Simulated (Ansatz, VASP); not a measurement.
# Cross-check of PtSe2 between VASP and Ansatz

One calculation is typed for both programs; each brings its own data sets and cutoff. How far apart do they land?

Calculated with Ansatz 0.2.0; plane waves, with VASP 6.6.1 beside it; G0W0 gap at PBE.

In doubt: GW ran without a cut-off Coulomb interaction for the vacuum, so the values of those runs are not to be relied on.

## Step 1: The starting structure

The cell holds 3 atoms: 1 Pt and 2 Se. Cell: a = 3.853 Å, b = 3.853 Å, c = 11.000 Å, α = 90.0°, β = 90.0°, γ = 120.0°. Vacuum lies along c.

## Step 2: VASP: G0W0 gap, PBE

Quasiparticle shifts depend on high empty states and on the cores, so they are the hardest test of two PAW sets.

Lines of VASP's logs that name or quote its potential files are left out, and so is its time.

The run reads the wave functions of an earlier VASP run, which isn't shown here.

Input file INCAR:

```
SYSTEM = PtSe2
PREC = Accurate
ENCUT = 300
ISMEAR = 0
SIGMA = 0.01
LREAL = .FALSE.
GGA = PE
NBANDS = 280
LASPH = .TRUE.
ALGO = EVGW0
NELMGW = 1
ENCUTGW = 90
NOMEGA = 48
PRECFOCK = Fast
NBANDSGW = 24
LWAVE = .FALSE.
LCHARG = .FALSE.
```

Input file POSCAR:

```
PtSe2
1.0
    3.8527425800      0.0000000000      0.0000000000
   -1.9263712900      3.3365729485      0.0000000000
    0.0000000000      0.0000000000     11.0000000000
Pt Se
1 2
Direct
    0.0000000000      0.0000000000      0.5000000000
    0.3333333333      0.6666666667      0.6137002491
    0.6666666667      0.3333333333      0.3862997509
```

Input file KPOINTS:

```
Automatic mesh
0
Gamma
9 9 1
0 0 0
```

PAW data sets: Pt_GW and Se_GW (PBE family, release 64).

Started as:

```console
mpirun -np 8 vasp_std
```

Numbers of over 12 decimals in the logs are rounded to 6 here.

Log:

```text
[banner, memory and clock lines left out]
running    8 mpi-ranks, on    1 nodes
 distrk:  each k-point on    8 cores,    1 groups
 distr:  one band on    1 cores,    8 groups

 POSCAR found type information on POSCAR PtSe
 POSCAR found :  2 types and       3 ions
|                                                                             |
|           W    W    AA    RRRRR   N    N  II  N    N   GGGG   !!!           |
|           W    W   A  A   R    R  NN   N  II  NN   N  G    G  !!!           |
|           W    W  A    A  R    R  N N  N  II  N N  N  G       !!!           |
|           W WW W  AAAAAA  RRRRR   N  N N  II  N  N N  G  GGG   !            |
|           WW  WW  A    A  R   R   N   NN  II  N   NN  G    G                |
|           W    W  A    A  R    R  N    N  II  N    N   GGGG   !!!           |
|                                                                             |
|     For optimal performance we recommend to set                             |
|       NCORE = 2 up to number-of-cores-per-socket                            |
|     NCORE specifies how many cores store one orbital (NPAR=cpu/NCORE).      |
|     This setting can greatly improve the performance of VASP for DFT.       |
|     The default, NCORE=1 might be grossly inefficient on modern             |
|     multi-core architectures or massively parallel machines. Do your        |
|     Unfortunately you need to use the default for GW and RPA                |
|     calculations (for HF NCORE is supported but not extensively tested      |
|     yet).                                                                   |
|                                                                             |

|                                                                             |
|           W    W    AA    RRRRR   N    N  II  N    N   GGGG   !!!           |
|           W    W   A  A   R    R  NN   N  II  NN   N  G    G  !!!           |
|           W    W  A    A  R    R  N N  N  II  N N  N  G       !!!           |
|           W WW W  AAAAAA  RRRRR   N  N N  II  N  N N  G  GGG   !            |
|           WW  WW  A    A  R   R   N   NN  II  N   NN  G    G                |
|           W    W  A    A  R    R  N    N  II  N    N   GGGG   !!!           |
|                                                                             |
|     The default for ENCUTGWSOFT is different in this version of VASP.       |
|     please manually set ENCUTGWSOFT =90 in the INCAR file.                  |
|                                                                             |

 LDA part: xc-table for (Slater+PW92), standard interpolation
 found WAVECAR, reading the header
 POSCAR, INCAR and KPOINTS ok, starting setup
 FFT: planning ... GRIDC
 FFT: planning ... GRID_SOFT
 FFT: planning ... GRID
 reading WAVECAR
 the WAVECAR file was read successfully
 initial charge from wavefunction
 available memory per node:     35.23 GB, setting MAXMEM to     36073

 The Fermi energy was updated, please check that it is located mid-gap
 values below the HOMO (VB) or above the LUMO (CB) will cause erroneous energies
 E-fermi :  -0.3145

 calculate exact exchange contribution
 the WAVEDER file was read successfully
energies w=
    0.000    0.000    0.553    0.000    1.103    0.000    1.649    0.000
    2.189    0.000    2.721    0.000    3.245    0.000    3.759    0.000
    4.264    0.000    4.759    0.000    5.245    0.000    5.724    0.000
    6.195    0.000    6.661    0.000    7.123    0.000    7.582    0.000
    8.041    0.000    8.500    0.000    8.962    0.000    9.430    0.000
    9.905    0.000   10.390    0.000   10.888    0.000   11.402    0.000
   11.935    0.000   12.493    0.000   13.078    0.000   13.698    0.000
   14.359    0.000   15.068    0.000   15.834    0.000   16.670    0.000
   17.590    0.000   18.612    0.000   19.759    0.000   21.060    0.000
   22.556    0.000   24.299    0.000   26.363    0.000   28.851    0.000
   31.915    0.000   35.784    0.000   40.828    0.000   47.674    0.000
   57.486    0.000   72.686    0.000   99.299    0.000  157.614    0.000
 responsefunction array rank=     288
 LDA part: xc-table for (Slater+PW92), standard interpolation

 min. memory requirement per mpi rank    279.3 MB, per node   2234.6 MB

 allocating   6 responsefunctions rank=   288
 shmem allocating  48 responsefunctions rank=   288
 response function shared by NCSHMEM nodes    1
 Doing            6  frequencies on each core in blocks of           48
NQ=   1    0.0000    0.0000    0.0000,
|.........|.........|.........|.........|.........|.........|.........|.........
 performed        640000 updates of chi_q(r,r)
 total number of BLAS operations        322.89 Gflops
NQ=   2    0.1111   -0.0000    0.0000,
|.........|.........|.........|.........|.........|.........|.........|.........
 performed       1966000 updates of chi_q(r,r)
 total number of BLAS operations       1045.56 Gflops
NQ=   3    0.2222   -0.0000    0.0000,
|.........|.........|.........|.........|.........|.........|.........|.........
 performed       3292000 updates of chi_q(r,r)
 total number of BLAS operations       1790.55 Gflops
NQ=   4    0.3333    0.0000    0.0000,
|.........|.........|.........|.........|.........|.........|.........|.........
 performed       4618000 updates of chi_q(r,r)
 total number of BLAS operations       2592.82 Gflops
NQ=   5    0.4444   -0.0000    0.0000,
|.........|.........|.........|.........|.........|.........|.........|.........
 performed       5944000 updates of chi_q(r,r)
 total number of BLAS operations       3448.47 Gflops
NQ=   6    0.1111    0.1111    0.0000,
|.........|.........|.........|.........|.........|.........|.........|.........
 performed       7270000 updates of chi_q(r,r)
 total number of BLAS operations       4171.14 Gflops
NQ=   7    0.2222    0.1111    0.0000,
|.........|.........|.........|.........|.........|.........|.........|.........
 performed       8837000 updates of chi_q(r,r)
 total number of BLAS operations       5112.90 Gflops
NQ=   8    0.3333    0.1111    0.0000,
|.........|.........|.........|.........|.........|.........|.........|.........
 performed      10404000 updates of chi_q(r,r)
 total number of BLAS operations       6068.45 Gflops
NQ=   9    0.4444    0.1111    0.0000,
|.........|.........|.........|.........|.........|.........|.........|.........
 performed      11730000 updates of chi_q(r,r)
 total number of BLAS operations       6918.08 Gflops
NQ=  10    0.2222    0.2222    0.0000,
|.........|.........|.........|.........|.........|.........|.........|.........
 performed      13056000 updates of chi_q(r,r)
 total number of BLAS operations       7767.71 Gflops
NQ=  11    0.3333    0.2222    0.0000,
|.........|.........|.........|.........|.........|.........|.........|.........
 performed      14623000 updates of chi_q(r,r)
 total number of BLAS operations       8758.20 Gflops
NQ=  12    0.3333    0.3333    0.0000,
|.........|.........|.........|.........|.........|.........|.........|.........
 performed      15411000 updates of chi_q(r,r)
 total number of BLAS operations       9249.21 Gflops
 resolving degeneracies of screened two electron integrals

 calculate QP shifts <psi_nk| G(iteration)W_0 |psi_nk>: iteration 1
 entering main loop
```

Parts of OUTCAR (step 2):

```text
ion  position               nearest neighbor table
   1  0.000  0.000  0.500-   2 2.55   3 2.55   2 2.55   3 2.55   3 2.55   2 2.55
   2  0.333  0.667  0.614-   1 2.55   1 2.55   1 2.55
   3  0.667  0.333  0.386-   1 2.55   1 2.55   1 2.55

  LATTYP: Found a hexagonal cell.
 ALAT       =     3.8527425800
 C/A-ratio  =     2.8551089961

 Subroutine GETGRP returns: Found 12 space group operations
 (whereof 12 operations were pure point group operations)

The static configuration has the point symmetry D_3d.

 Found     12 irreducible k-points:

   k-points           NKPTS =     12   k-points in BZ     NKDIM =     81   number of bands    NBANDS=    280

   dimension x,y,z NGX =    24 NGY =   24 NGZ =   64
   dimension x,y,z NGXF=    48 NGYF=   48 NGZF=  128

   ENCUT  =  300.0 eV  22.05 Ry    4.70 a.u.   5.44  5.44 15.53*2*pi/ulx,y,z

   NELECT =      22.0000    total number of electrons

  energy-cutoff  :      300.00
  volume of cell :      141.40
      direct lattice vectors                 reciprocal lattice vectors
     3.852742580  0.000000000  0.000000000     0.259555363  0.149854359  0.000000000
    -1.926371290  3.336572949  0.000000000     0.000000000  0.299708718  0.000000000
     0.000000000  0.000000000 11.000000000     0.000000000  0.000000000  0.090909091

 k-points in reciprocal lattice and weights: Automatic mesh
   0.00000000  0.00000000  0.00000000       0.012
   0.11111111 -0.00000000  0.00000000       0.074
   0.22222222 -0.00000000  0.00000000       0.074
   0.33333333  0.00000000  0.00000000       0.074
   0.44444444 -0.00000000  0.00000000       0.074
   0.11111111  0.11111111  0.00000000       0.074
   0.22222222  0.11111111  0.00000000       0.148
   0.33333333  0.11111111  0.00000000       0.148
   0.44444444  0.11111111  0.00000000       0.074
   0.22222222  0.22222222  0.00000000       0.074
   0.33333333  0.22222222  0.00000000       0.148
   0.33333333  0.33333333  0.00000000       0.025

 E-fermi :  -0.3145

 QP shifts <psi_nk| G(iteration)W_0 |psi_nk>: iteration 1
 for sc-GW calculations column KS-energies equals QP-energies in previous step
 and V_xc(KS)=  KS-energies - (<T + V_ion + V_H > + <T+V_H+V_ion>^1  + <V_x>^1)
 k-point   1 :       0.0000    0.0000    0.0000
  band No.  KS-energies  QP-energies   sigma(KS)   V_xc(KS)     V^pw_x(r,r')   Z            occupation Imag(sigma)
    ...
      8      -2.0283      -2.4158     -12.9649     -12.3983     -16.2383       0.6840       2.0000       0.1564
      9      -1.4116      -1.7918     -11.4505     -10.9023     -12.8148       0.6935       2.0000       0.1162
     10      -1.1546      -1.4858     -12.8720     -12.4148     -13.9785       0.7246       2.0000       0.0766
     11      -1.1546      -1.4858     -12.8720     -12.4148     -13.9785       0.7246       2.0000       0.0766
     12       1.8028       2.1779     -12.1541     -12.6886      -9.2490       0.7017       0.0000      -0.1241
     13       1.8028       2.1779     -12.1541     -12.6886      -9.2490       0.7017       0.0000      -0.1241
     14       3.2369       3.3695      -5.7450      -5.9108      -2.8549       0.7994       0.0000      -0.1091
     15       4.4023       4.5626      -8.9587      -9.1652      -5.0660       0.7768       0.0000      -0.1478
    ...

 k-point   2 :       0.1111   -0.0000    0.0000
  band No.  KS-energies  QP-energies   sigma(KS)   V_xc(KS)     V^pw_x(r,r')   Z            occupation Imag(sigma)
    ...
      8      -2.5076      -2.8693     -12.8889     -12.3643     -15.8785       0.6894       2.0000       0.1720
      9      -1.2047      -1.5756     -11.7476     -11.2176     -13.0683       0.6998       2.0000       0.0981
     10      -1.1745      -1.5188     -12.9408     -12.4650     -14.2429       0.7236       2.0000       0.0788
     11      -1.1256      -1.5107     -12.7200     -12.1822     -14.4819       0.7159       2.0000       0.0877
     12       1.1126       1.4304     -11.6581     -12.1010      -9.1462       0.7177       0.0000      -0.0778
     13       1.6437       2.0161     -12.0388     -12.5681      -9.1286       0.7037       0.0000      -0.1140
     14       3.6581       3.7337      -5.2068      -5.3008      -2.4574       0.8041       0.0000      -0.1124
     15       4.9838       5.2019      -8.9683      -9.2525      -4.9291       0.7673       0.0000      -0.1914
    ...

 k-point   3 :       0.2222   -0.0000    0.0000
  band No.  KS-energies  QP-energies   sigma(KS)   V_xc(KS)     V^pw_x(r,r')   Z            occupation Imag(sigma)
    ...
      8      -3.0178      -3.3964     -13.0109     -12.4580     -16.5065       0.6848       2.0000       0.1930
      9      -1.4290      -1.8413     -12.9301     -12.3453     -15.4201       0.7051       2.0000       0.1070
     10      -1.4214      -1.7967     -13.0151     -12.4934     -14.7899       0.7196       2.0000       0.0912
     11      -0.9282      -1.2897     -12.1899     -11.6796     -13.3325       0.7084       2.0000       0.0791
     12       0.2992       0.5772     -11.1073     -11.4885      -8.8757       0.7292       0.0000      -0.0524
     13       1.4711       1.8432     -11.9274     -12.4560      -8.9652       0.7040       0.0000      -0.1072
     14       4.4190       4.3080      -3.9643      -3.8278      -1.5307       0.8136       0.0000      -0.1053
     15       4.5908       5.0001      -9.7876     -10.3267      -5.6080       0.7592       0.0000      -0.2198
    ...

 k-point   4 :       0.3333    0.0000    0.0000
  band No.  KS-energies  QP-energies   sigma(KS)   V_xc(KS)     V^pw_x(r,r')   Z            occupation Imag(sigma)
    ...
      8      -3.1432      -3.5328     -13.0418     -12.4724     -16.6980       0.6843       2.0000       0.1976
      9      -2.2764      -2.6558     -12.9139     -12.3683     -15.6855       0.6955       2.0000       0.1448
     10      -2.0189      -2.4193     -12.9794     -12.4175     -15.2516       0.7127       2.0000       0.1171
     11      -1.3670      -1.7500     -12.3646     -11.8205     -14.0471       0.7041       2.0000       0.1020
     12       0.6316       0.9248     -11.4216     -11.8350      -8.9611       0.7092       0.0000      -0.0687
     13       1.5229       1.8933     -11.9414     -12.4703      -8.9242       0.7003       0.0000      -0.1128
     14       3.9281       4.2060      -9.0612      -9.4242      -5.1567       0.7657       0.0000      -0.1729
     15       5.2652       5.2883      -5.0315      -5.0604      -2.1782       0.7985       0.0000      -0.1494
    ...

[... 4 further parts left out ...]
```

(Continued in part 2 of 2.)

[Lines on the potential files, build, host, timing and source positions are cut from VASP's logs without a mark.]

[Logs are printed without paths, hosts, clocks, repeated set-up lines and the standing remarks that a program may print on its own settings, such as how far it seeks lower states.]

[Hosts, paths, dates, database ids (printed as entryN), source tags and the programs' standing remarks are cut or masked in the printed files.]
